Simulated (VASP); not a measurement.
A convergence study with VASP on InSb (zinc blende): one setting is varied, all else stays as given below, so the limit is that of these other settings.

```yaml
crystal:
  lattice:
    - [0.00000, 3.24000, 3.24000]
    - [3.24000, 0.00000, 3.24000]
    - [3.24000, 3.24000, 0.00000]
  atoms:
    - { symbol: In, position: [0.00000, 0.00000, 0.00000] }
    - { symbol: Sb, position: [0.25000, 0.25000, 0.25000] }
```

Calculation: PBE GGA, VASP's PBE PAW potentials (set 64) (plane waves; VASP 6.6.1). The tightest run used: 550 eV cut-off, 12×12×12 Monkhorst-Pack mesh, Gaussian smearing of 0.050 eV, potentials In_d Sb.

The reference is 12×12×12 mesh, which took about 6 core-minutes. Times come from single runs on busy shared machines, so they are rough: good to a factor of about 2.

Question: Of the settings 1×1×1 mesh; 2×2×2 mesh; 3×3×3 mesh; 4×4×4 mesh; 5×5×5 mesh; 6×6×6 mesh; 7×7×7 mesh; 8×8×8 mesh; 9×9×9 mesh; 10×10×10 mesh; 11×11×11 mesh; 12×12×12 mesh, which is the lowest that keeps the difference from the reference in E (eV/atom) within 0.002 from there on, and what does it cost?

Answer: 8×8×8 mesh; its cost over the reference is about 1/3.
| setting | difference in E (eV/atom) | cost over the reference |
|---|---|---|
| 1×1×1 mesh | 7.2947 | about 1/30 |
| 2×2×2 mesh | 0.0695 | about 1/20 |
| 3×3×3 mesh | 0.2407 | about 1/20 |
| 4×4×4 mesh | 0.0021 | about 1/20 |
| 5×5×5 mesh | 0.0281 | about 1/10 |
| 6×6×6 mesh | 0.0002 | about 1/5 |
| 7×7×7 mesh | 0.0054 | about 1/8 |
| 8×8×8 mesh | 0.0000 | about 1/3 |
| 9×9×9 mesh | 0.0014 | about 1/5 |
| 10×10×10 mesh | 0.0000 | within a factor of 2 |
| 11×11×11 mesh | 0.0004 | about 1/3 |
| 12×12×12 mesh | 0.0000 | reference |

Left out are rungs that failed or repeat a setting and relaxations that didn't move; long series are thinned to 24 rows.

The compound is InSb in the zinc blende structure. The cell was not relaxed at this level.
